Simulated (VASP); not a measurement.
These are PBEsol GGA, VASP's PBE PAW potentials (set 64) (plane waves; VASP 6.6.1) values and carry that method's errors. Each cell was relaxed at this level.

Without a dispersion term in the relaxation, distances and binding between the weakly bound layers, chains or molecules are unreliable, and so is what depends on them.

Which of these has an unstable (imaginary) mode at Γ?
A) PbO, P4/nmm (129)
B) PbO2, P4_2/mnm (136)
C) ZrPbO3, Amm2 (38)
D) MgB2, P6/mmm (191)

C, ZrPbO3, Amm2 (38). Its optical Γ-point modes are 71i, 73, 139, 175, 195, 196, 212, 254, 299, 504, 544, 557 cm⁻¹.
